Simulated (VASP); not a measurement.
Set up this calculation in VASP 6.6.1, as the native input.

```
Task                   : single point
Functional             : PBE
Potentials or basis    : VASP PAW PBE potentials, release 64 (H, O, C, S)
Cutoff                 : 520 eV
k mesh                 : 1 × 1 × 1
Occupations            : fermi-dirac, width 0.05 eV
Spin                   : no spin polarisation
Dipole correction      : no
Further INCAR settings : LREAL = Auto; ALGO = Normal; EDIFF = 1e-07; NBANDS = 75
```

The structure of H2CSO lies in POSCAR:

```
H2CSO
1.0
    8.7850300000      0.0000000000      0.0000000000
    0.0000000000      8.7850300000      0.0000000000
    0.0000000000      0.0000000000      8.7850300000
H O C S
12 6 6 6
Direct
    0.4382455154      0.8693311235      0.7878060747
    0.4923830653      0.8277376401      0.7340441638
    0.8267587020      0.0409674184      0.1984967610
    0.8103899474      0.0485143477      0.1121453199
    0.3389060709      0.6533842229     -0.0367443253
    0.2794071278      0.5886490997     -0.0304153771
    0.9111864160      0.0398063524      0.5043010667
    0.9600536367      0.0661238493      0.5733731131
    0.7233896754      0.7391665139      0.3855763725
    0.6940670664      0.8192573048      0.3719850701
    0.2007278290      0.8918922303      0.1645185048
    0.2134881725      0.8923361673      0.0765165287
    1.0872586662      0.6858940721      0.7865197956
    0.5202145013      0.0807510048      0.2611032632
    0.6818872559      0.4150128116      0.1030161536
    0.1387701579      0.0580874510      0.8750112407
    0.7305723486      0.3752747572      0.4848361360
    0.2504715408      0.7673622059      0.5048815997
    0.9556939475      0.7090812439      0.7875897976
    0.4561851240      0.1012859376      0.3772440162
    0.8130080375      0.4343183802      0.1229364043
    0.2473070667      0.1267383264      0.8888529692
    0.8171400667      0.3424917160      0.5731340701
    0.3310062686      0.6870779041      0.4404196685
    0.7895818227      0.7652563509      0.8267473190
    0.3457017221      0.1502442223      0.5044376627
    0.9871793266      0.4610228992      0.1510410323
    0.3832314745      0.2398967334      0.9192569633
    0.8954209604      0.2877622501      0.7263492555
    0.4249046389      0.5672035269      0.3494239633
```

The cell was built by a generator and needn't be a form met in nature.

One way to write it, as run:

INCAR

```
SYSTEM = H2CSO
ALGO = Normal ; EDIFF = 1E-7
ENCUT = 520 ; GGA = PE
ISIF = 2 ; ISMEAR = -1
LASPH = .True. ; LCHARG = .False.
LREAL = Auto ; LWAVE = .False.
NBANDS = 75 ; NELM = 60
PREC = Accurate ; SIGMA = 0.05
```

KPOINTS

```
k-points
0
Gamma
  1 1 1
  0 0 0
```

Potentials or basis: VASP PAW PBE potentials, release 64 (H, O, C, S).

Command:

```sh
$ cat potpaw_PBE.64/H/POTCAR potpaw_PBE.64/O/POTCAR potpaw_PBE.64/C/POTCAR potpaw_PBE.64/S/POTCAR > POTCAR
$ mpirun -np 1 vasp_gam > vasp.out
```

Results of the run:

| Item | Value |
| --- | --- |
| Pressure | 1.3 GPa |
| Largest force | 6.725 eV/Å |
| Band gap on the k mesh | 4.47 eV, direct |

Caveat: the standard files for N, O and F lose accuracy on very short bonds.

Wall time 2.7 min on 1 thread of Intel(R) Xeon(R) Platinum 8259CL CPU @ 2.50GHz (Skylake/Cascade Lake), on a shared host, peak memory 0.68 GiB.
